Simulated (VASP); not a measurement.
Write the native input for VASP 6.6.1 that does the following.

```
Task                   : band structure
Functional             : PBE
Potentials or basis    : VASP PAW PBE potentials, release 64 (Sn_d)
Cutoff                 : 520 eV
k mesh                 : 8 × 8 × 8
Occupations            : gaussian, width 1 eV
Spin                   : no spin polarisation
Further INCAR settings : ALGO = Normal; EDIFF = 1e-07
```

Sn:

```
Sn
1.0
     0.00000    3.34731    3.34731
     3.34731    0.00000    3.34731
     3.34731    3.34731    0.00000
Sn
2
Direct
  0.00000 0.00000 0.00000
  0.25000 0.25000 0.25000
```

This isn't the form of Sn at room conditions, which is tetragonal (white tin).

These files were run (other wordings do the same):

POSCAR

```
Sn                                      
1.0
    0.0000000000      3.3473096273      3.3473096273
    3.3473096273     -0.0000000000      3.3473096273
    3.3473096273      3.3473096273      0.0000000000
  Sn            
     2
Direct
     0.0000000000000000    0.0000000000000000    0.0000000000000000
     0.2500000000000000    0.2500000000000000    0.2500000000000000
```

INCAR.step1

```
SYSTEM = Sn
PREC     = Accurate       ! precision mode
ENCUT    = 520            ! plane-wave cutoff, eV
EDIFF    = 1E-7           ! SCF threshold, eV
ISMEAR   = 0              ! smearing method
SIGMA    = 1.0            ! smearing width, eV
LREAL    = .False.        ! projectors in reciprocal space
LASPH    = .True.         ! aspherical terms in the spheres
NELM     = 80             ! most SCF steps
ALGO     = Normal         ! electronic algorithm
ISIF     = 2              ! what is computed and relaxed
LWAVE    = .False.        ! write WAVECAR
LCHARG   = .True.         ! write CHGCAR
GGA      = PE             ! functional
```

KPOINTS.step1

```
regular mesh
0
Gamma
  8 8 8
  0 0 0
```

INCAR.step2

```
SYSTEM = Sn
PREC     = Accurate       ! precision mode
ENCUT    = 520            ! plane-wave cutoff, eV
EDIFF    = 1E-7           ! SCF threshold, eV
ISMEAR   = 0              ! smearing method
SIGMA    = 0.05           ! smearing width, eV
LREAL    = .False.        ! projectors in reciprocal space
LASPH    = .True.         ! aspherical terms in the spheres
NELM     = 80             ! most SCF steps
ALGO     = Normal         ! electronic algorithm
ISIF     = 2              ! what is computed and relaxed
LWAVE    = .False.        ! write WAVECAR
LCHARG   = .False.        ! write CHGCAR
GGA      = PE             ! functional
ICHARG   = 11             ! starting density
```

KPOINTS.step2

```
path GXWKGLUWLK,UX
15
line-mode
reciprocal
 0.0000000000  0.0000000000  0.0000000000  G
 0.5000000000  0.0000000000  0.5000000000  X

 0.5000000000  0.0000000000  0.5000000000  X
 0.5000000000  0.2500000000  0.7500000000  W

 0.5000000000  0.2500000000  0.7500000000  W
 0.3750000000  0.3750000000  0.7500000000  K

 0.3750000000  0.3750000000  0.7500000000  K
 0.0000000000  0.0000000000  0.0000000000  G

 0.0000000000  0.0000000000  0.0000000000  G
 0.5000000000  0.5000000000  0.5000000000  L

 0.5000000000  0.5000000000  0.5000000000  L
 0.6250000000  0.2500000000  0.6250000000  U

 0.6250000000  0.2500000000  0.6250000000  U
 0.5000000000  0.2500000000  0.7500000000  W

 0.5000000000  0.2500000000  0.7500000000  W
 0.5000000000  0.5000000000  0.5000000000  L

 0.5000000000  0.5000000000  0.5000000000  L
 0.3750000000  0.3750000000  0.7500000000  K

 0.6250000000  0.2500000000  0.6250000000  U
 0.5000000000  0.0000000000  0.5000000000  X
```

Potentials or basis: VASP PAW PBE potentials, release 64 (Sn_d).

Run with:

```bash
$ cat potpaw_PBE.64/Sn_d/POTCAR > POTCAR
$ cp INCAR.step1 INCAR
$ cp KPOINTS.step1 KPOINTS
$ mpirun -np 1 vasp_std > vasp.out
$ cp INCAR.step2 INCAR
$ cp KPOINTS.step2 KPOINTS
$ mpirun -np 1 vasp_std > vasp.out
```

Results of the run:

```json
{
 "Band gap along the path": "none (metal or under the smearing width)"
}
```

Caveat: the log is that of the step along the path at fixed density, whose energy, stress, charges and moments have no meaning; spin-orbit coupling is left out, which moves the levels of the heavy elements.

Wall time 49 s on 1 thread of Intel(R) Xeon(R) 6975P-C (Granite Rapids) (shared host), peak memory 0.3 GiB.
